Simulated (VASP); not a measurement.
Here is the system:

```xyz
2
Lattice="2.7616 0.0000 0.0000 0.0000 2.7616 0.0000 0.0000 0.0000 3.7711" Properties=species:S:1:pos:R:3 pbc="T T T"
Cu     0.0000     0.0000     0.0000
Au     1.3808     1.3808     1.8856
```

Method: PBE GGA with D3 dispersion (zero damping), VASP's PBE PAW potentials (set 64) (plane waves; VASP). Settings: 520 eV cut-off, Gaussian smearing of 0.050 eV, potentials Cu Au.

Unless said otherwise, spin-orbit coupling is left out, though it shifts the bands of the heavy elements here.

### Question
Predict the band gap (along the path) with the smallest direct gap where there is one.

### Answer

```
Property                                                     Result
-------------------------  ----------------------------------------
band gap (along the path)  none (metal, semimetal or under 0.01 eV)
```

Total energies compare only between runs with the same potentials, cut-off and functional.

The compound is CuAu in the L1_0 structure. It was relaxed first.
